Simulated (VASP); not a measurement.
Set up this calculation in VASP 6.6.1, as the native input.

```yaml
Task: single point
Functional: PBE
Potentials_or_basis: VASP PAW PBE potentials, release 64 (Si, B, Te)
Cutoff: 520 eV
k_mesh: 3 × 3 × 1
Occupations: gaussian, width 0.1 eV
Spin: no spin polarisation
Dipole_correction: yes
Further_INCAR_settings: ALGO = Normal; EDIFF = 1e-07; NBANDS = 20
```

The structure of Si2B3Te lies in POSCAR:

```
Si2B3Te
1.0
    6.8001360000      0.0000000000      0.0000000000
   -3.4000680000      5.8890900000      0.0000000000
    0.0000000000      0.0000000000     14.0000000000
Si B Te
2 3 1
Direct
    0.3333333300      0.6666666700      0.5000000000
    0.6666666700      0.3333333300      0.5000000000
    0.5000000000      0.0000000000      0.5000000000
    0.0000000000      0.5000000000      0.5000000000
    0.5000000000      0.5000000000      0.5000000000
    0.0000000000      0.0000000000      0.5000000000
```

The cell was built by a generator and needn't be a form met in nature.

The input as run:

INCAR

```
SYSTEM = Si2B3Te
PREC = Accurate ; ENCUT = 520
EDIFF = 1E-7 ; ISMEAR = 0
SIGMA = 0.1 ; LREAL = .FALSE.
LASPH = .TRUE. ; NELM = 100
ALGO = Normal ; ISIF = 2
LWAVE = .FALSE. ; LCHARG = .FALSE.
LDIPOL = .TRUE. ; IDIPOL = 3
DIPOL = 0.5 0.5 0.500 ; GGA = PE
NBANDS = 20
```

KPOINTS

```
regular mesh
0
G
  3 3 1
  0 0 0
```

Potentials or basis: VASP PAW PBE potentials, release 64 (Si, B, Te).

The run is started by

```sh
$ cat potpaw_PBE.64/Si/POTCAR potpaw_PBE.64/B/POTCAR potpaw_PBE.64/Te/POTCAR > POTCAR
$ mpirun -np 1 vasp_std > vasp.out
```

It gave:

```json
{
 "Band gap on the k mesh": "none (metal or under the smearing width)"
}
```

Run time: 3.2 min on 1 thread of Intel(R) Xeon(R) Platinum 8375C CPU @ 2.90GHz (Ice Lake) (shared host), peak memory 0.63 GiB.
